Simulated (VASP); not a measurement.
An input for Quantum ESPRESSO's pw.x (written as the equivalent of a VASP run, and not itself run):

```
&CONTROL
  calculation = 'scf'
  pseudo_dir = './pseudo'
  outdir = './out'
  tprnfor = .true.
  tstress = .true.
/
&SYSTEM
  ibrav = 0
  nat = 8
  ntyp = 2
  ecutwfc = 66
  occupations = 'tetrahedra'
  input_dft = 'pbesol'
/
&ELECTRONS
  conv_thr = 7.3e-09
  electron_maxstep = 100
/
ATOMIC_SPECIES
  Zr 91.224 Zr.upf
  Si 28.085 Si.upf
CELL_PARAMETERS angstrom
     5.2591824    0.0000000    0.0000000
    -0.0000000    5.2591824    0.0000000
     0.0000000    0.0000000    5.2591824
ATOMIC_POSITIONS crystal
  Zr   0.1476109  0.1476109  0.1476109
  Zr   0.6476109  0.3523891  0.8523891
  Zr   0.8523891  0.6476109  0.3523891
  Zr   0.3523891  0.8523891  0.6476109
  Si   0.8412233  0.8412233  0.8412233
  Si   0.3412233  0.6587767  0.1587767
  Si   0.1587767  0.3412233  0.6587767
  Si   0.6587767  0.1587767  0.3412233
K_POINTS automatic
  7 7 7 0 0 0
```

Problem. Translate this input to VASP (INCAR, KPOINTS, POSCAR, choice of POTCAR).

Solution. Several could match; the one computed here: 
### POSCAR
```
ZrSi
1
    5.2591824471     0.0000000000     0.0000000000
   -0.0000000000     5.2591824471     0.0000000000
    0.0000000000     0.0000000000     5.2591824471
Zr Si
4 4
Direct
  0.1476108542   0.1476108542   0.1476108542
  0.6476108542   0.3523891458   0.8523891458
  0.8523891458   0.6476108542   0.3523891458
  0.3523891458   0.8523891458   0.6476108542
  0.8412233090   0.8412233090   0.8412233090
  0.3412233090   0.6587766910   0.1587766910
  0.1587766910   0.3412233090   0.6587766910
  0.6587766910   0.1587766910   0.3412233090
```

KPOINTS:
```
kpoints
0
gamma
7 7 7
```

INCAR:
```
SYSTEM=ZrSi
PREC=Accurate; ENCUT=400; LREAL=F
LASPH=T
EDIFF=1E-7; NELM=100; ALGO=Normal
LMAXMIX=4
ISMEAR=-5
GGA=PS
ISIF=2
LWAVE=F; LCHARG=T; LORBIT=11
NEDOS=601
LEFG=T
```

POTCAR, in this order: Zr_sv Si (PBE.64 set). Program: vasp_std.

Limits of the translation: the potentials are each code's own (VASP's PAW set, PseudoDojo norm-conserving files in pw.x), so ENCUT and ecutwfc are chosen apart and not converted; conv_thr bounds pw.x's estimated SCF error, while EDIFF bounds the energy change between steps; the field gradients of LEFG aren't asked of the other code.

The structure was generated: ZrSi was put into the FeSi type (P2_13), which need not be its known phase. It was relaxed first, which changed the volume by +7 %.
